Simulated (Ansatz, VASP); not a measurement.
# Ge (Germanium): VASP beside Ansatz, part 2 of 2

Wanted: the spread between two codes on one cell, functional and k mesh. The cell is taken from a series of runs on this material, whose earlier steps may have relaxed, scaled, displaced or heated it; both programs get it as it stands.

VASP 6.6.1 and Ansatz 0.2.0.

So far: Starting point; VASP: zone-centre phonons, PBEsol.

## 2. VASP: zone-centre phonons, PBEsol (continued)

Level of this step: PBEsol; plane waves and PAW (Ge_d) (VASP).

Numbers of over 12 decimals in the logs are rounded to 6 here.

Parts of OUTCAR (step 2):

```text
ion  position               nearest neighbor table
   1  0.500  0.500  0.500-   2 2.45   2 2.45   2 2.45   2 2.45
   2  0.750  0.750  0.750-   1 2.45   1 2.45   1 2.45   1 2.45

  LATTYP: Found a body centered tetragonal cell.
 ALAT       =     4.0362998922
 C/A-ratio  =     1.3780030366

 Subroutine GETGRP returns: Found  4 space group operations
 (whereof  2 operations were pure point group operations)

The static configuration has the point symmetry C_1h.
 The point group associated with its full space group is C_2h.

   k-points           NKPTS =   1728   k-points in BZ     NKDIM =   1728   number of bands    NBANDS=     20

   dimension x,y,z NGX =    30 NGY =   30 NGZ =   30
   dimension x,y,z NGXF=    60 NGYF=   60 NGZF=   60

   ENCUT  =  500.0 eV  36.75 Ry    6.06 a.u.   7.27  7.27  7.36*2*pi/ulx,y,z

   NELECT =      28.0000    total number of electrons

 k-points in reciprocal lattice and weights: Points of the shifted mesh
   0.04166667  0.04166667  0.04166667       0.001
   0.04166667  0.04166667  0.12500000       0.001
   0.04166667  0.04166667  0.20833333       0.001
   0.04166667  0.04166667  0.29166667       0.001
   0.04166667  0.04166667  0.37500000       0.001
   0.04166667  0.04166667  0.45833333       0.001
   0.04166667  0.04166667  0.54166667       0.001
   0.04166667  0.04166667  0.62500000       0.001
   0.04166667  0.04166667  0.70833333       0.001
[...]
0.95833333  0.95833333  0.87500000       0.001
   0.95833333  0.95833333  0.95833333       0.001

 average (electrostatic) potential at core
       1 -74.1706       2 -74.1706

  Total       -0.0386428     -0.0386428      0.4673088     -0.0016292     -0.0024595     -0.0024595
  in kB       -1.3664968     -1.3664968     16.5250993     -0.0576125     -0.0869722     -0.0869732
  external PRESSURE =       4.5973686 kB  Pullay stress =       0.0000000 kB

  energy-cutoff  :      500.00
  volume of cell :       45.31
      direct lattice vectors                 reciprocal lattice vectors
     0.000000000  2.854095025  2.781016754    -0.175186879  0.175186879  0.179790359
     2.854095025  0.000000000  2.781016754     0.175186879 -0.175186879  0.179790359
     2.854095025  2.854095025  0.000000000     0.175186879  0.175186879 -0.179790359

 POSITION                                       TOTAL-FORCE (eV/Angst)
 -----------------------------------------------------------------------------------
      2.85393      2.85393      2.78091         0.000080      0.000080      0.000050
      4.28131      4.28131      4.17163        -0.000080     -0.000080     -0.000050
 -----------------------------------------------------------------------------------
    total drift:                               -0.000000      0.000000     -0.000000

 Eigenvectors and eigenvalues of the dynamical matrix
 ----------------------------------------------------

   1 f  =    8.745083 THz    54.946978 2PiTHz  291.704573 cm-1    36.166741 meV
             X         Y         Z           dx          dy          dz
      2.853926  2.853926  2.780907    -0.499562   -0.499562    0.029607
      4.281311  4.281311  4.171635     0.499562    0.499562   -0.029607

   2 f  =    8.740243 THz    54.916566 2PiTHz  291.543121 cm-1    36.146724 meV
             X         Y         Z           dx          dy          dz
      2.853926  2.853926  2.780907    -0.500000    0.500000   -0.000000
      4.281311  4.281311  4.171635     0.500000   -0.500000   -0.000000

   3 f  =    8.710725 THz    54.731101 2PiTHz  290.558519 cm-1    36.024649 meV
             X         Y         Z           dx          dy          dz
      2.853926  2.853926  2.780907    -0.020935   -0.020935   -0.706487
      4.281311  4.281311  4.171635     0.020935    0.020935    0.706487

   4 f  =    0.000000 THz     0.000001 2PiTHz    0.000004 cm-1     0.000000 meV
             X         Y         Z           dx          dy          dz
      2.853926  2.853926  2.780907    -0.078442    0.702170    0.028367
      4.281311  4.281311  4.171635    -0.078442    0.702170    0.028367

   5 f/i=    0.000000 THz     0.000000 2PiTHz    0.000002 cm-1     0.000000 meV
             X         Y         Z           dx          dy          dz
      2.853926  2.853926  2.780907     0.702730    0.078204    0.007428
      4.281311  4.281311  4.171635     0.702730    0.078204    0.007428

   6 f/i=    0.000000 THz     0.000001 2PiTHz    0.000004 cm-1     0.000000 meV
             X         Y         Z           dx          dy          dz
      2.853926  2.853926  2.780907    -0.004239   -0.029015    0.706499
      4.281311  4.281311  4.171635    -0.004239   -0.029015    0.706499

 ELASTIC MODULI CONTR FROM IONIC RELAXATION (kBar)
 Direction    XX          YY          ZZ          XY          YZ          ZX
 --------------------------------------------------------------------------------
 XX          -0.0138     -0.0084     -0.0076      0.1193      1.7480      0.4404
 YY          -0.0084     -0.0138     -0.0076     -0.0658      0.7150      1.6592
 ZZ          -0.0076     -0.0076     -0.0150      1.5914      0.6925      0.8274
 XY           0.1193     -0.0658      1.5914   -255.5617      2.8743      0.3159
 YZ           1.7480      0.7150      0.6925      2.8743   -237.0648      1.8276
 ZX           0.4404      1.6592      0.8274      0.3159      1.8276   -237.5734
 --------------------------------------------------------------------------------
```

## 3. Ansatz: zone-centre phonons, PBEsol

Ansatz runs on its PAW soft_1 files.

The same cell, functional, mesh and smearing now go to Ansatz, which takes its cutoff from its data sets.

Contents of input.yaml:

```yaml
crystal:
  lattice:
    - [0.0, 2.8540950247, 2.7810167541]
    - [2.8540950247, 0.0, 2.7810167541]
    - [2.8540950247, 2.8540950247, 0.0]
  atoms:
    - { symbol: Ge, position: [0.4999802973, 0.4999802973, 0.4999606294] }
    - { symbol: Ge, position: [0.7500197027, 0.7500197027, 0.7500393706] }
kpoints:
  mp_grid: { grid: [12, 12, 12], shift: [0.5, 0.5, 0.5] }
hamiltonian:
  xc: pbesol
  pseudopotentials: { kind: paw, azcp: { folder: soft_1 }, xc_functional: pbe }
scf:
  occupations: { method: gaussian, width: 0.015 }
output:
  eigenvalues: true
phonons:
  method: dfpt
```

Command:

```console
$ ansatz run input.yaml --threads 4 --pin off --max-ram 10240MiB --backend cpu --events-out ev --progress --plain --runs-dir out
```

Output:

```text
Engine: ansatz 0.2.0, aarch64-unknown-linux-gnu
Pseudopotentials: kind: paw
Pseudopotential: Ge, paw, valence charge 14, recommended cutoff 420 eV (normal), soft_1/Ge.paw.azcp
Functional definition: PBEsol
  exchange = pbesol_x
  correlation = pbesol_c
Crystal: 2 atoms, lattice volume = 45.308 Å³
Basis set: ecut = 420 eV, 893 PW (Γ), exchange–correlation on 64×64×64 points (8 copies of the dense FFT grid, shifted against one another)
Bands: 18, of which v1, the nominal top of the filled ones, is band 14 counted from 1 (13 counted from 0)
Symmetry: 4 space group operations
k-points: 864 of 1728 (irreducible under 1 space group operation, time reversal used)
Non-local potential: Ge, projectors of the file, l = 0: 2, l = 1: 2, l = 2: 3, l = 3: 1
PAW form: soft (Blöchl's): semilocal exchange-correlation on the pseudo side does not see the compensation charge
PAW frozen core: Ge, regenerated for the run's functional, and the local potential with it (the file was generated under x = pbe(κ = 0.804, μ = 0.219515), c = pbe(β = 0.066725))
PAW one-centre angular grid: Ge, 590 points (default); XC on 64 Gauss nodes
Initial density: superposition of atomic densities (chi_scale 0.1, normalization cell)
Initial wavefunctions: pseudopotential atomic-orbital guess
Functional: x = pbesol(κ = 0.804, μ = 0.123457), c = pbesol(β = 0.046)
SCF iter   1: F=—  HF=-8507.072865 eV  |F-HF|=—  |Δ(HF+E_count)|=         —  Δρ=3.52e-2  dr2=4.47e-1  ethr=3.10e-3  ⟨swp⟩=6.0  Hψ=71940  notcnv=0
preconditioner: auto → none  [insulator: Δε(μ)=0.183 eV  Ē_g=23.281 eV  σ=0.015 eV  W_gap=1.00  n_scr=14 (ndim 8)  ℏωp=29.2 eV  f_vac=0.000  D(μ)=0.00/eV (n_scr^D=0)  ε∞_Penn≈2.6]
SCF iter   2: F=—  HF=-8507.009054 eV  |F-HF|=—  |Δ(HF+E_count)|=   6.38e-2  Δρ=1.69e-2  dr2=8.47e-2  ethr=1.59e-3  ⟨swp⟩=2.0  Hψ=25547  notcnv=0
SCF iter   3: F=—  HF=-8507.002378 eV  |F-HF|=—  |Δ(HF+E_count)|=   6.68e-3  Δρ=1.60e-3  dr2=3.03e-4  ethr=3.02e-4  ⟨swp⟩=2.8  Hψ=22371  notcnv=0
SCF iter   4: F=—  HF=-8507.002529 eV  |F-HF|=—  |Δ(HF+E_count)|=   1.51e-4  Δρ=2.41e-4  dr2=1.83e-5  ethr=1.08e-6  ⟨swp⟩=2.0  Hψ=26303  notcnv=0
SCF iter   5: F=—  HF=-8507.002486 eV  |F-HF|=—  |Δ(HF+E_count)|=   4.32e-5  Δρ=9.94e-5  dr2=3.27e-6  ethr=6.53e-8  ⟨swp⟩=2.0  Hψ=27648  notcnv=0
SCF iter   6: F=—  HF=-8507.002482 eV  |F-HF|=—  |Δ(HF+E_count)|=   3.72e-6  Δρ=2.83e-5  dr2=2.43e-7  ethr=1.17e-8  ⟨swp⟩=2.0  Hψ=27648  notcnv=0
SCF iter   7: F=—  HF=-8507.002482 eV  |F-HF|=—  |Δ(HF+E_count)|=   3.14e-7  Δρ=3.42e-6  dr2=3.23e-9  ethr=8.69e-10  ⟨swp⟩=2.0  Hψ=27648  notcnv=0
SCF iter   8: F=—  HF=-8507.002482 eV  |F-HF|=—  |Δ(HF+E_count)|=   2.83e-9  Δρ=1.67e-7  dr2=7.72e-12  ethr=1.00e-12  ⟨swp⟩=4.5  Hψ=83691  notcnv=0
SCF iter   9: F=-8507.002482 eV  HF=-8507.002482 eV  |F-HF|=3.64e-12  |Δ(HF+E_count)|=  5.46e-12  Δρ=1.06e-8  dr2=7.50e-14  ethr=1.00e-12  ⟨swp⟩=5.0  Hψ=58237  notcnv=0
SCF 1 converged in 9 iterations: F = -8507.002482 eV  dr2 = 7.50e-14
  greatest PAW one-centre occupation: 0.998 electrons in one spin orbital (limit 2), on the Ge atom at site 1 (counted from 0), in its partial waves of l = 2
DFPT response loops at Γ: preconditioner auto → none (the input reference at scf.mixing.eps_inf says where Resta's filter doesn't serve); β = 0.50; Broyden in place of MSR1
SCF converged after 9 iterations
Free energy (F): -8507.002482 eV
Harris-Foulkes:  -8507.002482 eV  (|F-HF|=3.64e-12)
Internal energy: -8507.002482 eV  (E = F + TS)
E sigma→0 (E₀):  -8507.002482 eV
Fermi energy:    8.468325 eV
--- Per-component energies (eV) ---
  E_band       = -303.911315
  E_kinetic    = 185.840356
  E_local      = -4504.441045  (includes V_loc(G=0)·N_el)
  E_nonlocal   = 438.824813
  E_hartree    = 2144.820662
  E_xc         = -142.254973
  E_vxc        = -130.411250  (∫ρ·V_xc dr)
  E_paw        = -3944.801048  (= ΣΔE_a)
  E_vpaw       = -583.365539  (= ΣTr[D̂ρ^β])
  E_aug_tail   = 0.000030  (compensation charges beyond the density's cutoff)
  E_ewald      = -2686.827154
  E_core_change = 1.835876  (= ΣΔE_core)
  E_smearing   = -0.000000  (= −TS)
  E_closure    = -0.000000  (closes the sum)
  Σ components = -8507.002482   (vs F -8507.002482, Δ=0.00e0)
--- Band table (eV; the first three rows and the last of 864) ---
  k-point 0: bands = [... 10 lower, -4.3644, 7.6400, 8.2888, 8.4192, 8.9944, 10.9088, 11.0318, 11.0524]
  k-point 1: bands = [... 10 lower, -4.2528, 6.4541, 7.9761, 8.2059, 9.5368, 11.1493, 11.2679, 11.6273]
  k-point 2: bands = [... 10 lower, -3.9755, 4.9140, 7.5214, 7.8732, 9.4692, 11.5533, 11.8385, 12.7926]
  k-point 863: bands = [... 10 lower, -2.2796, 0.7959, 6.6644, 7.0306, 8.7683, 11.9888, 12.2591, 15.4774]
--- Phonons (Γ-DFPT): 2 representative perturbations + reference, on 864 of 1728 k-points (Σ response iterations 6) ---
  k mesh reduced under 1 symmetry operation, with k and −k counted as one. Each operation leaves every solved perturbation unchanged. A smaller set is not used because it would not reduce the number of displacements times k-points to solve
  ASR residual: 1.245e-5 → 0.000e0 eV/Å²; symmetrization residual: 3.265e-6 eV/Å²
  ASR residual per site (eV/Å²): 1.25e-5 1.25e-5
  Γ frequencies (cm⁻¹): 0.00 0.00 0.00 290.05 291.50 291.67
  non-analytic LO–TO correction: not included (Born effective charges unavailable; polar crystals: no LO–TO splitting at Γ)
```

## 4. Differences

Known differences besides the potentials themselves: the cutoff is 420 eV in Ansatz and 500 eV in VASP; Ansatz makes its cores anew for this functional, VASP keeps those of its PBE data sets. Total energies have different zeros and are not compared.

Compared:

```csv
quantity,Ansatz,VASP,difference
optical mode 1 (cm⁻¹),290.1,290.6,-0.18 %
optical mode 2 (cm⁻¹),291.5,291.5,-0.01 %
optical mode 3 (cm⁻¹),291.7,291.7,-0.01 %
```

Modes are paired by rising frequency, not by their patterns, so a pair may set unlike modes beside each other; they are those without the splitting of longitudinal modes.

## 5. Results

```
r.m.s. difference of the optical zone-centre modes, each program's sorted by frequency (zone-centre phonons, PBEsol) : 0.30 cm⁻¹
```

In words: The r.m.s. difference of the optical zone-centre modes, each program's sorted by frequency is 0.30 cm⁻¹ (zone-centre phonons, PBEsol). Such differences can come from data sets, numerical settings and the points named under the comparisons, not from the functional's error against experiment.

[Lines on the potential files, build, host, timing and source positions are cut from VASP's logs without a mark.]

[Logs are printed without paths, hosts, clocks, repeated set-up lines and the standing remarks that a program may print on its own settings, such as how far it seeks lower states.]

[Hosts, paths, dates, database ids (printed as entryN), source tags and the programs' standing remarks are cut or masked in the printed files.]
